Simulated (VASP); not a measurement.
An input for Ansatz (written as the equivalent of a VASP run, and not itself run):

Ansatz 0.2 input:
```yaml
crystal:
  lattice:
    - [0.0000000, 2.7246364, 2.7246364]
    - [2.7246364, 0.0000000, 2.7246364]
    - [10.9588289, 10.9588289, -0.0602835]
  atoms:
    - { symbol: Ga, position: [0.0164613, 0.0164613, 0.9876540] }
    - { symbol: Ga, position: [0.0001968, 0.0001968, 0.2498524] }
    - { symbol: Ga, position: [0.9842488, 0.9842488, 0.5118134] }
    - { symbol: As, position: [0.2559141, 0.2559141, 0.0580644] }
    - { symbol: As, position: [0.2396865, 0.2396865, 0.3202351] }
    - { symbol: As, position: [0.2234986, 0.2234986, 0.5823760] }
    - { symbol: As, position: [0.2737879, 0.2737879, 0.7946591] }
    - { symbol: B, position: [0.0062058, 0.0062058, 0.7453456] }
kpoints:
  mp_grid: { grid: [11, 11, 3] }
hamiltonian:
  xc: pbesol
  pseudopotentials: { kind: paw }
scf:
  occupations: { method: tetrahedron }
  max_iter: 100
output: { forces: true, stress: true, eigenvalues: true }
```

Translate this input to VASP (INCAR, KPOINTS, POSCAR, choice of POTCAR).

This is not unique; one that fits is 
### INCAR
```
# general
SYSTEM   =  Ga3As4B
PREC     =  Accurate
ENCUT    =  520   # plane-wave cut-off (eV)
LREAL    =  .FALSE.   # projection in real space or not
LASPH    =  .TRUE.   # aspherical one-centre terms

# electronic loop
EDIFF    =  1E-7   # SCF stop (eV)
NELM     =  100
ALGO     =  Normal
LMAXMIX  =  4   # l cut-off of mixed one-centre charges

# smearing
ISMEAR   =  -5

# functional
GGA      =  PS   # PBEsol

# ions
ISIF     =  2   # forces and stress, cell fixed

# output
LWAVE    =  .FALSE.
LCHARG   =  .TRUE.
LORBIT   =  11   # lm-projected
NEDOS    =  601   # DOS grid

# other
LEFG     =  .TRUE.
```

**KPOINTS**
```
Automatic mesh
0
Gamma
 11 11 3
```

POSCAR:
```
Ga3As4B
1
   -0.0000000000     2.7246363515     2.7246363515
    2.7246363515    -0.0000000000     2.7246363515
   10.9588289317    10.9588289317    -0.0602835256
Ga As B
3 4 1
Direct
  0.0164613394   0.0164613394   0.9876539954
  0.0001968367   0.0001968367   0.2498523725
  0.9842487915   0.9842487915   0.5118134064
  0.2559141259   0.2559141259   0.0580644056
  0.2396865162   0.2396865162   0.3202351128
  0.2234986350   0.2234986350   0.5823760238
  0.2737879082   0.2737879082   0.7946590688
  0.0062058471   0.0062058471   0.7453456147
```

POTCAR, in this order: Ga_d As B (PBE.64 set). Program: vasp_std.

What does not carry over: each code has its own PAW files, so the cut-off isn't converted (ENCUT is set for VASP's; basis.ecutwfc is left out, and Ansatz then takes the one that its files recommend); Ansatz stops its SCF on the density residual and VASP on the energy change (EDIFF); the field gradients of LEFG aren't asked of the other code.

The structure was generated: Ga3As4B was put into an ordered model structure (R3m), which need not be its known phase. It was relaxed first.
